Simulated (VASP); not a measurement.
An input for Ansatz (written as the equivalent of a VASP run, and not itself run):

Ansatz 0.2 input:
```yaml
crystal:
  lattice:
    - [0.0000000, 2.8303928, 2.8303928]
    - [2.8303928, 0.0000000, 2.8303928]
    - [2.8303928, 2.8303928, 0.0000000]
  atoms:
    - { symbol: Zn, position: [1.0000000, 1.0000000, 1.0000000] }
    - { symbol: Se, position: [0.2500000, 0.2500000, 0.2500000] }
kpoints:
  mp_grid: { grid: [8, 8, 8] }
hamiltonian:
  xc: pbe
  dispersion: d3bj
  pseudopotentials: { kind: paw }
scf:
  occupations: { method: gaussian, width: 0.05 }
  max_iter: 100
output: { forces: true, stress: true, eigenvalues: true }
```

Task: Translate this input to VASP (INCAR, KPOINTS, POSCAR, choice of POTCAR).

Result: One answer among several that fit: 
File POSCAR:
```
ZnSe
4.002780
  0.0000000000   0.7071067541   0.7071067541
  0.7071067541   0.0000000000   0.7071067541
  0.7071067541   0.7071067541   0.0000000000
Zn Se
1 1
Cartesian
  1.4142135082   1.4142135082   1.4142135082
  0.3535533771   0.3535533771   0.3535533771
```

File KPOINTS:
```
Automatic
0
gamma
 8 8 8
```

**INCAR**
```
ALGO  =  Normal
EDIFF  =  1E-7
ENCUT  =  520
GGA  =  PE
ISIF  =  2
ISMEAR  =  0
IVDW  =  12
LASPH  =  .True.
LCHARG  =  .False.
LMAXMIX  =  4
LREAL  =  .False.
LWAVE  =  .False.
NELM  =  100
PREC  =  Accurate
SIGMA  =  0.05
SYSTEM  =  ZnSe
```

POTCAR, in this order: Zn Se (PBE.64 set). Program: vasp_std.

Limits of the translation: each code has its own PAW files, so the cut-off isn't converted (ENCUT is set for VASP's; basis.ecutwfc is left out, and Ansatz then takes the one that its files recommend); Ansatz stops its SCF on the density residual and VASP on the energy change (EDIFF).

The compound is ZnSe in the zinc blende structure. It was relaxed first.
